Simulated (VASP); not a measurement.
Output of a VASP run:

File OSZICAR:
```
       N       E                     dE             d eps       ncg     rms          rms(c)
DAV:   1     0.196432211125E+03    0.19643E+03   -0.12348E+04   680   0.159E+03
DAV:   2     0.103497941557E+02   -0.18608E+03   -0.18295E+03   757   0.351E+02
DAV:   3    -0.105458611852E+02   -0.20896E+02   -0.20502E+02   869   0.120E+02
DAV:   4    -0.112213283063E+02   -0.67547E+00   -0.67484E+00   857   0.224E+01
DAV:   5    -0.112385184003E+02   -0.17190E-01   -0.17188E-01  1061   0.366E+00    0.471E+00
DAV:   6    -0.109828280183E+02    0.25569E+00   -0.68544E-01  1040   0.866E+00    0.309E+00
DAV:   7    -0.109767782185E+02    0.60498E-02   -0.16674E-01   839   0.287E+00    0.990E-01
DAV:   8    -0.109784787301E+02   -0.17005E-02   -0.16588E-02   900   0.125E+00    0.263E-01
DAV:   9    -0.109794557463E+02   -0.97702E-03   -0.24706E-03   787   0.422E-01    0.923E-02
DAV:  10    -0.109794822485E+02   -0.26502E-04   -0.16013E-04  1077   0.109E-01    0.361E-02
DAV:  11    -0.109795392329E+02   -0.56984E-04   -0.15457E-04   797   0.816E-02    0.115E-02
DAV:  12    -0.109795394422E+02   -0.20925E-06   -0.47914E-06   914   0.170E-02    0.960E-03
DAV:  13    -0.109795404551E+02   -0.10129E-05   -0.50590E-06   756   0.161E-02    0.146E-03
DAV:  14    -0.109795405263E+02   -0.71151E-07   -0.15822E-07   757   0.316E-03
   1 F= -.10979541E+02 E0= -.10979541E+02  d E =-.109795E+02
       N       E                     dE             d eps       ncg     rms          rms(c)
DAV:   1    -0.109796431899E+02   -0.10273E-03   -0.33860E-03   686   0.406E-01    0.467E-02
DAV:   2    -0.109796012660E+02    0.41924E-04   -0.18236E-04   775   0.170E-01    0.266E-02
DAV:   3    -0.109795784231E+02    0.22843E-04   -0.46903E-05   850   0.776E-02    0.106E-02
DAV:   4    -0.109795757029E+02    0.27202E-05   -0.97362E-06   900   0.288E-02    0.272E-03
DAV:   5    -0.109795753590E+02    0.34395E-06   -0.12648E-06   943   0.932E-03    0.137E-03
DAV:   6    -0.109795751402E+02    0.21871E-06   -0.28724E-07   662   0.554E-03    0.264E-04
DAV:   7    -0.109795751063E+02    0.33933E-07   -0.46703E-08   547   0.196E-03
   2 F= -.10979575E+02 E0= -.10979575E+02  d E =-.345800E-04
```

### OUTCAR
```
------------------------ aborting loop because EDIFF is reached ----------------------------------------
  FORCE on cell =-STRESS in cart. coord.  units (eV):
  Direction    XX          YY          ZZ          XY          YZ          ZX
  --------------------------------------------------------------------------------------
  Total        0.0111676      0.0111676      0.0468776      0.0000000     -0.0000000      0.0000000
  in kB        0.1714372      0.1714372      0.7196343      0.0000000     -0.0000000      0.0000000
  external PRESSURE =       0.3541696 kB  Pullay stress =       0.0000000 kB
  volume of cell :      104.37
      direct lattice vectors                 reciprocal lattice vectors
     1.957210937 -3.389989011  0.000000000     0.255465566 -0.147493103 -0.000000000
     1.957210937  3.389989011  0.000000000     0.255465566  0.147493103 -0.000000000
     0.000000000  0.000000000  7.864986479     0.000000000  0.000000000  0.127145800
 POSITION                                       TOTAL-FORCE (eV/Angst)
 -----------------------------------------------------------------------------------
      0.00000     -0.00000      0.00000         0.000000     -0.000000      0.000000
      1.95721      1.13000      1.59780        -0.000000     -0.000000     -0.009263
      1.95721     -1.13000      6.26719        -0.000000      0.000000      0.009263
 -----------------------------------------------------------------------------------
    total drift:                               -0.000000      0.000000      0.000000
  FREE ENERGIE OF THE ION-ELECTRON SYSTEM (eV)
  ---------------------------------------------------
  free  energy   TOTEN  =       -10.9795751063 eV

  energy  without entropy=      -10.9795751063  energy(sigma->0) =      -10.97957511

 reached required accuracy - stopping structural energy minimisation
```
(Selected blocks of OUTCAR.)

### POSCAR
```
SnSe2
1
    1.9578087733    -3.3910244949     0.0000000000
    1.9578087733     3.3910244949     0.0000000000
    0.0000000000     0.0000000000     7.8601839064
Sn Se
1 2
Direct
  0.0000000000   0.0000000000   0.0000000000
  0.3333330000   0.6666670000   0.2031969737
  0.6666670000   0.3333330000   0.7968030263
```

Q: Reconstruct the remaining input files.

A: One answer among several that fit: the input of the run itself, RPBE GGA, plane waves, VASP's PBE PAW potentials (set 64).

INCAR:
```
SYSTEM=SnSe2
PREC=Accurate; ENCUT=520; LREAL=.False.
LASPH=.True.
EDIFF=1E-7; NELM=100; ALGO=Normal
LMAXMIX=4
ISMEAR=0; SIGMA=0.05
GGA=RP
IBRION=2; NSW=30; ISIF=4
EDIFFG=-0.01
LWAVE=.False.; LCHARG=.False.
```

KPOINTS:
```
Automatic mesh
0
Gamma
7 7 3
0 0 0
```

POTCAR, in this order: Sn_d Se (PBE.64 set). Program: vasp_std.

Without a dispersion term in the relaxation, distances and binding between the weakly bound layers, chains or molecules are unreliable, and so is what depends on them.

The compound is SnSe2 in the 1T layered structure. This run relaxes it. Symmetry was kept, so distortions that lower it aren't found.
